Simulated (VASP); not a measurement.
# ZnCu with r2SCAN: from relaxation to properties, part 4 of 4

Wanted: the relaxed cell of ZnCu and its properties. The start is a cell from a database of measured crystal structures.

VASP 6.6.1; r2SCAN; plane waves and PAW (Zn, Cu).

Still holding for the runs below: This run has no spin polarisation. Its electron count is odd, so without a moment it is a metal by construction.

So far. Step 10 (Volume scan with r2SCAN (run 4)): The pressure falls from 3.01 to 0.08 GPa. Step 10 (Volume scan with r2SCAN (run 4)): The run ends at a pressure of 0.08 GPa.

## 11. Volume scan with r2SCAN (run 5)

INCAR

```
SYSTEM = ZnCu
PREC = Accurate
ENCUT = 400
EDIFF = 1E-06
NELM = 100
ISMEAR = 1
SIGMA = 0.2
LREAL = .FALSE.
ALGO = Normal
METAGGA = R2SCAN
LASPH = .TRUE.
NBANDS = 17
LORBIT = 11
LWAVE = .FALSE.
LCHARG = .FALSE.
KPAR = 2
ISIF = 2
```

POSCAR

```
ZnCu
1.0
    2.9393159763      0.0000000000      0.0000000000
    0.0000000000      2.9393159763      0.0000000000
    0.0000000000      0.0000000000      2.9393159763
Zn Cu
1 1
Direct
    0.5000000000      0.5000000000      0.5000000000
    0.0000000000      0.0000000000      0.0000000000
```

KPOINTS

```
Automatic mesh
0
Gamma
8 8 8
0 0 0
```

PAW data sets: Zn and Cu (PBE family, release 64).

The run is started by

```console
$ mpirun -np 2 vasp_std
```

The log of the run:

```text
[... set-up lines as in an earlier step ...]
 entering main loop
       N       E                     dE             d eps       ncg     rms          rms(c)
DAV:   1     0.830426226775E+02    0.83043E+02   -0.10033E+04  1310   0.193E+03
DAV:   2    -0.206144487784E+02   -0.10366E+03   -0.99371E+02  1198   0.278E+02
DAV:   3    -0.239953438409E+02   -0.33809E+01   -0.33698E+01  1426   0.667E+01
DAV:   4    -0.240207173689E+02   -0.25374E-01   -0.25369E-01  1452   0.516E+00
[...]
DAV:  12    -0.199427472244E+02    0.76844E-04   -0.17217E-04  1440   0.310E-01    0.188E-02
DAV:  13    -0.199427452068E+02    0.20176E-05   -0.20172E-05  1629   0.986E-02    0.420E-03
DAV:  14    -0.199427444416E+02    0.76526E-06   -0.12544E-06   783   0.212E-02
   1 F= -.19942744E+02 E0= -.19942426E+02  d E =-.955604E-03
```

The job ended after 14 s (2 MPI ranks of Intel Xeon 6975P-C (Granite Rapids), shared host; peak memory 0.24 GiB; 24 s of CPU time).

From OUTCAR (step 11):

```text
  Total       -0.4038612     -0.4038612     -0.4038612     -0.0000000      0.0000000     -0.0000000
  in kB      -25.4802610    -25.4802610    -25.4802610     -0.0000000      0.0000000     -0.0000000
  external PRESSURE =     -25.4802610 kB  Pullay stress =       0.0000000 kB

 POSITION                                       TOTAL-FORCE (eV/Angst)
 -----------------------------------------------------------------------------------
      1.46966      1.46966      1.46966         0.000000      0.000000      0.000000
      0.00000      0.00000      0.00000         0.000000      0.000000      0.000000
 -----------------------------------------------------------------------------------
    total drift:                               -0.000000      0.000000     -0.000000

  FREE ENERGIE OF THE ION-ELECTRON SYSTEM (eV)
  ---------------------------------------------------
  free  energy   TOTEN  =       -19.9427444416 eV

  energy  without entropy=      -19.9417888372  energy(sigma->0) =      -19.94242591

[... 1 part as in an earlier step ...]

[... 2 further parts left out ...]
[key lines of the parts left out:]
E-fermi :   5.1567
```

The pressure falls from 0.08 to -2.55 GPa, so it vanishes between these two volumes.

## 12. Volume scan with r2SCAN (run 6)

INCAR is that of step 11.

POSCAR

```
ZnCu
1.0
    2.9584029785      0.0000000000      0.0000000000
    0.0000000000      2.9584029785      0.0000000000
    0.0000000000      0.0000000000      2.9584029785
Zn Cu
1 1
Direct
    0.5000000000      0.5000000000      0.5000000000
    0.0000000000      0.0000000000      0.0000000000
```

KPOINTS is that of step 11.

The run is started by

```console
$ mpirun -np 2 vasp_std
```

The log of the run:

```text
[... set-up lines as in an earlier step ...]
 entering main loop
       N       E                     dE             d eps       ncg     rms          rms(c)
DAV:   1     0.911827260127E+02    0.91183E+02   -0.10016E+04  1214   0.192E+03
DAV:   2    -0.200614556196E+02   -0.11124E+03   -0.10703E+03  1191   0.293E+02
DAV:   3    -0.239933603649E+02   -0.39319E+01   -0.39203E+01  1414   0.719E+01
DAV:   4    -0.240212772033E+02   -0.27917E-01   -0.27910E-01  1423   0.541E+00
[...]
DAV:  12    -0.199333868399E+02    0.83994E-04   -0.18594E-04  1418   0.320E-01    0.192E-02
DAV:  13    -0.199333849833E+02    0.18566E-05   -0.21978E-05  1666   0.101E-01    0.408E-03
DAV:  14    -0.199333843625E+02    0.62076E-06   -0.11415E-06   744   0.204E-02
   1 F= -.19933384E+02 E0= -.19933269E+02  d E =-.346532E-03
```

It took 13 s on 2 MPI ranks; peak memory 0.23 GiB; 22 s of CPU time.

Parts of OUTCAR (step 12):

```text
  Total       -0.7899783     -0.7899783     -0.7899783      0.0000000     -0.0000000      0.0000000
  in kB      -48.8825362    -48.8825362    -48.8825362      0.0000000     -0.0000000      0.0000000
  external PRESSURE =     -48.8825362 kB  Pullay stress =       0.0000000 kB

 POSITION                                       TOTAL-FORCE (eV/Angst)
 -----------------------------------------------------------------------------------
      1.47920      1.47920      1.47920         0.000000      0.000000      0.000000
      0.00000      0.00000      0.00000         0.000000      0.000000      0.000000
 -----------------------------------------------------------------------------------
    total drift:                               -0.000000      0.000000     -0.000000

  FREE ENERGIE OF THE ION-ELECTRON SYSTEM (eV)
  ---------------------------------------------------
  free  energy   TOTEN  =       -19.9333843625 eV

  energy  without entropy=      -19.9330378306  energy(sigma->0) =      -19.93326885

[... 1 part as in an earlier step ...]

[... 2 further parts left out ...]
[key lines of the parts left out:]
E-fermi :   4.9759
```

The pressure falls from -2.55 to -4.89 GPa.

The run ends at a pressure of -4.89 GPa.

## 13. Volume scan with r2SCAN (run 7)

A prediction first. A parabola through the 6 pressures of evenly scaled cells so far, P = 0.08 -138.6 t +303 t² GPa with t = ln(V/V₁) and V₁ the volume at scale 1, gives -6.97 GPa at t = +0.0583.

INCAR is that of step 12.

POSCAR

```
ZnCu
1.0
    2.9772468176      0.0000000000      0.0000000000
    0.0000000000      2.9772468176      0.0000000000
    0.0000000000      0.0000000000      2.9772468176
Zn Cu
1 1
Direct
    0.5000000000      0.5000000000      0.5000000000
    0.0000000000      0.0000000000      0.0000000000
```

KPOINTS is that of step 12.

The run is started by

```console
$ mpirun -np 2 vasp_std
```

The log of the run:

```text
[... set-up lines as in an earlier step ...]
 entering main loop
       N       E                     dE             d eps       ncg     rms          rms(c)
DAV:   1     0.851858670045E+02    0.85186E+02   -0.99313E+03  1254   0.190E+03
DAV:   2    -0.204741457598E+02   -0.10566E+03   -0.10205E+03  1191   0.286E+02
DAV:   3    -0.239872601206E+02   -0.35131E+01   -0.34980E+01  1365   0.688E+01
DAV:   4    -0.240145785872E+02   -0.27318E-01   -0.27312E-01  1445   0.538E+00
[...]
DAV:  13    -0.199173916159E+02   -0.11507E-06   -0.20603E-05  1711   0.913E-02    0.440E-03
DAV:  14    -0.199173904990E+02    0.11169E-05   -0.11992E-06   748   0.222E-02    0.116E-03
DAV:  15    -0.199173900175E+02    0.48148E-06   -0.20982E-07   672   0.805E-03
   1 F= -.19917390E+02 E0= -.19917476E+02  d E =0.257876E-03
```

The job ended after 15 s (2 MPI ranks; peak memory 0.25 GiB; 25 s of CPU time).

Parts of OUTCAR (step 13):

```text
  Total       -1.1515456     -1.1515456     -1.1515456      0.0000000      0.0000000      0.0000000
  in kB      -69.9112741    -69.9112741    -69.9112741      0.0000000      0.0000000      0.0000000
  external PRESSURE =     -69.9112741 kB  Pullay stress =       0.0000000 kB

 POSITION                                       TOTAL-FORCE (eV/Angst)
 -----------------------------------------------------------------------------------
      1.48862      1.48862      1.48862         0.000000      0.000000      0.000000
      0.00000      0.00000      0.00000         0.000000      0.000000      0.000000
 -----------------------------------------------------------------------------------
    total drift:                               -0.000000      0.000000     -0.000000

  FREE ENERGIE OF THE ION-ELECTRON SYSTEM (eV)
  ---------------------------------------------------
  free  energy   TOTEN  =       -19.9173900175 eV

  energy  without entropy=      -19.9176478930  energy(sigma->0) =      -19.91747598

[... 1 part as in an earlier step ...]

[... 2 further parts left out ...]
[key lines of the parts left out:]
E-fermi :   4.8025
```

The pressure falls from -4.89 to -6.99 GPa. The parabola predicted -6.97 GPa, +0.03 GPa off.

## 14. Comparing the runs

Times are for 2 MPI ranks of Intel Xeon 6975P-C (Granite Rapids), shared host. The series side by side:

```tsv
no.	volume scale	energy above the lowest point (meV/atom)	pressure (GPa)	time	memory (GiB)
1	0.94	26.61	9.814	12 s	0.23
2	0.96	12.57	6.240	13 s	0.24
3	0.98	3.85	3.005	15 s	0.24
4	1	0	0.07725	16 s	0.23
5	1.02	0.41	-2.548	14 s	0.24
6	1.04	4.99	-4.888	13 s	0.23
7	1.06	12.89	-6.991	15 s	0.25
```

## 15. Fit for r2SCAN

This step: Birch-Murnaghan fit, r2SCAN; plane waves and PAW (VASP 6.6.1).

This step runs nothing: it gathers the runs above.

Numbers from this step:

- pressure derivative of the bulk modulus: 4.155
- r.m.s. error of the fit: 4.01e-5 eV/atom
- minimum inside the sampled range: yes
- bulk modulus: 136.0 GPa
- equilibrium volume of the fit: 12.54 Å³/atom

The energy above the fitted minimum by volume:

```tsv
volume (Å³/atom)	energy above the fitted minimum (eV/atom)
11.701	0.0269
11.950	0.0129
12.199	0.00417
12.448	3.2e-4
12.697	7.3e-4
12.946	0.00531
13.195	0.0132
```

The fitted volume lies +0.75 % from the relaxed one. At a finite cutoff and mesh the minimum of the energy and the zero of the stress don't quite coincide, and the relaxation stops at a threshold.

## 16. Independent-particle dielectric function (r2SCAN)

This step: r2SCAN; plane waves and PAW (Zn, Cu) (VASP 6.6.1).

LOPTICS sums transitions from filled to empty bands. The mesh is finer than in the run before. NBANDS is raised for it.

INCAR, as its differences from that of step 13:

```diff
@@ -11,3 +11,3 @@
 LASPH = .TRUE.
-NBANDS = 17
+NBANDS = 27
 LORBIT = 11
@@ -16,2 +16,4 @@
 KPAR = 2
-ISIF = 2
+LOPTICS = .TRUE.
+NEDOS = 1500
+CSHIFT = 0.1
```

POSCAR

```
ZnCu
1.0
    2.9199778113      0.0000000000      0.0000000000
    0.0000000000      2.9199778113      0.0000000000
    0.0000000000      0.0000000000      2.9199778113
Zn Cu
1 1
Direct
    0.5000000000      0.5000000000      0.5000000000
    0.0000000000      0.0000000000      0.0000000000
```

KPOINTS

```
Automatic mesh
0
Gamma
11 11 11
0 0 0
```

The run is started by

```console
$ mpirun -np 2 vasp_std
```

The log of the run:

```text
[... set-up lines as in an earlier step ...]
 entering main loop
       N       E                     dE             d eps       ncg     rms          rms(c)
DAV:   1     0.111601840021E+03    0.11160E+03   -0.83941E+03  3534   0.121E+03
DAV:   2    -0.134785354321E+02   -0.12508E+03   -0.11453E+03  3044   0.244E+02
DAV:   3    -0.239092514646E+02   -0.10431E+02   -0.10297E+02  3399   0.713E+01
DAV:   4    -0.240124452809E+02   -0.10319E+00   -0.10313E+00  3497   0.710E+00
DAV:   5    -0.240133506515E+02   -0.90537E-03   -0.90532E-03  3423   0.644E-01    0.976E+00
DAV:   6    -0.210164257554E+02    0.29969E+01   -0.12218E+01  3616   0.685E+01    0.674E+00
DAV:   7    -0.199305522677E+02    0.10859E+01   -0.19587E+00  3710   0.522E+01    0.257E+00
DAV:   8    -0.199433540270E+02   -0.12802E-01   -0.12089E-01  4300   0.481E+00    0.131E+00
DAV:   9    -0.199445001234E+02   -0.11461E-02   -0.65648E-03  4003   0.810E-01    0.316E-01
DAV:  10    -0.199430078384E+02    0.14923E-02   -0.73277E-03  3914   0.169E+00    0.107E-01
DAV:  11    -0.199429705202E+02    0.37318E-04   -0.34663E-04  4198   0.216E-01    0.511E-02
DAV:  12    -0.199429318276E+02    0.38693E-04   -0.59098E-05  3880   0.147E-01    0.161E-02
DAV:  13    -0.199429280031E+02    0.38245E-05   -0.13549E-05  4473   0.670E-02    0.120E-03
DAV:  14    -0.199429278168E+02    0.18629E-06   -0.63045E-07  2551   0.771E-03
   1 F= -.19942928E+02 E0= -.19942682E+02  d E =-.737650E-03
 optical routines
 imaginary and real dielectric function
 direction            1
 direction            2
 direction            3
```

Elapsed: 29 s, on 2 MPI ranks; peak memory 0.31 GiB; 50 s of CPU time.

From OUTCAR (step 16):

```text
   k-points           NKPTS =     56   k-points in BZ     NKDIM =     56   number of bands    NBANDS=     27

   NELECT =      23.0000    total number of electrons

 E-fermi :   5.5251

 k-point     1 :       0.0000    0.0000    0.0000
  band No.  band energies     occupation
    ...
      7       1.8058      2.00000
      8       1.8058      2.00000
      9       2.7283      2.00000
     10       2.7283      2.00000
     11       2.7283      2.00000
     12      12.3331      0.00000
     13      12.3331      0.00000
     14      12.3331      0.00000
     15      17.2878      0.00000
     16      17.2878      0.00000
    ...

  Total       -0.0587628     -0.0587628     -0.0587628      0.0000000      0.0000000     -0.0000000
  in kB       -3.7815880     -3.7815880     -3.7815880      0.0000000      0.0000000     -0.0000000
  external PRESSURE =      -3.7815880 kB  Pullay stress =       0.0000000 kB

  FREE ENERGIE OF THE ION-ELECTRON SYSTEM (eV)
  ---------------------------------------------------
  free  energy   TOTEN  =       -19.9429278168 eV

  energy  without entropy=      -19.9421901668  energy(sigma->0) =      -19.94268193

 plasma frequency squared (from intraband transitions) (eV^2)
  --------------------------------------------------------------------------------------
     110.302      -0.000      -0.000
      -0.000     110.302      -0.000
      -0.000       0.000     110.302

[... 8 parts as in an earlier step ...]

[... 9 further parts left out ...]
```

These are independent-particle spectra without excitons or local fields, and fine structure depends on the mesh and on CSHIFT. The intraband (Drude) part is not in this spectrum.

Numbers from this step:

| Quantity | Value |
| --- | --- |
| SCF cycles | 14 |
| bands | 27 |
| irreducible k-points | 56 |
| free energy (TOTEN) | -19.94 eV |
| energy at zero smearing | -19.94 eV |
| Fermi energy | 5.525 eV |
| pressure | -0.3782 GPa |

The imaginary dielectric function, xx has structure finer than the step of the table below, so its rows give means over 1 eV, whole bins alone (the curve runs from 0 to 25.0 eV). Peaks (eV: height): 2.8: 20.7, 4.0: 13.8.

The imaginary dielectric function, xx by photon energy; means over each step:

photon energy (eV), imaginary dielectric function, xx and a bar:
```
        1        0.2 
        2        0.8 ##
        3       10.5 ##############################
        4       10.6 ##############################
        5        5.1 ##############
        6        3.4 #########
        7        3.9 ###########
        8        2.4 ######
        9        2.3 ######
       10        1.8 #####
       11        1.5 ####
       12        1.4 ####
       13        1.1 ###
       14        0.9 ##
       15        1.0 ##
       16        0.8 ##
       17        0.9 ##
       18        0.8 ##
       19        0.8 ##
       20        0.8 ##
       21        0.6 #
       22        0.6 #
       23        0.5 #
       24        0.5 #
```

Real dielectric function, xx against photon energy:

```tsv
photon energy (eV)	real dielectric function, xx
0.0	7.83
0.5	7.96
1.0	8.37
1.5	9.15
2.0	11.0
2.5	17.8
3.0	0.0654
3.5	7.95
4.0	2.82
4.5	-1.97
5.0	-1.88
5.5	-0.00423
6.0	1.07
6.5	1.12
7.0	-0.151
7.5	-0.451
8.0	-0.0493
8.5	0.0239
9.0	0.671
9.5	-0.198
10.0	-0.0802
10.5	0.117
11.0	0.0757
11.5	0.350
12.0	0.268
12.5	0.237
13.0	0.155
13.5	0.327
14.0	0.481
14.5	0.565
15.0	0.311
15.5	0.422
16.0	0.631
16.5	0.629
17.0	0.592
17.5	0.543
18.0	0.545
18.5	0.501
19.0	0.673
19.5	0.604
20.0	0.491
20.5	0.517
21.0	0.514
21.5	0.549
22.0	0.493
22.5	0.529
23.0	0.612
23.5	0.570
24.0	0.597
24.5	0.687
```

At these settings, which differ from those of the relaxation, the cell is under a tension of 0.4 GPa.

## 17. Results

| Quantity | Value |
| --- | --- |
| relaxed volume | 12.45 Å³/atom |
| relaxed conventional cell a, b, c | 2.920, 2.920, 2.920 Å |
| space group after relaxing, within 0.02 Å | Pm-3m (No. 221) |
| band gap | none, a metal |
| DOS at the Fermi level | 0.486 states/eV/cell |
| bulk modulus from the fit | 136 GPa |
| volume from the fit | 12.5 Å³/atom |

With r2SCAN, ZnCu relaxes to 12.45 Å³/atom in space group Pm-3m (held by the symmetry of the run), comes out as a metal and has a bulk modulus of 136 GPa. Against the listed cell the volume lies -2.5 %. Bands along the symmetry lines (r2SCAN): Of the bands kept, 2 cross the Fermi level on this path. The k-sampling is coarse for a metal, so the Fermi level, pressures and the shape of the cell carry errors. With an odd electron count and no spin the cell is a metal by construction. No search among competing phases was made, and a listed structure need not be the one stable at ambient conditions. All values are for a static lattice at zero temperature.

[Lines on the potential files, build, host, timing and source positions are cut from VASP's logs without a mark.]

[Logs are printed without paths, hosts, clocks, repeated set-up lines and the standing remarks that a program may print on its own settings, such as how far it seeks lower states.]

[Hosts, paths, dates, database ids (printed as entryN), source tags and the programs' standing remarks are cut or masked in the printed files.]

[A measured line is paired with the nearest computed mode of its activity, which favours agreement.]
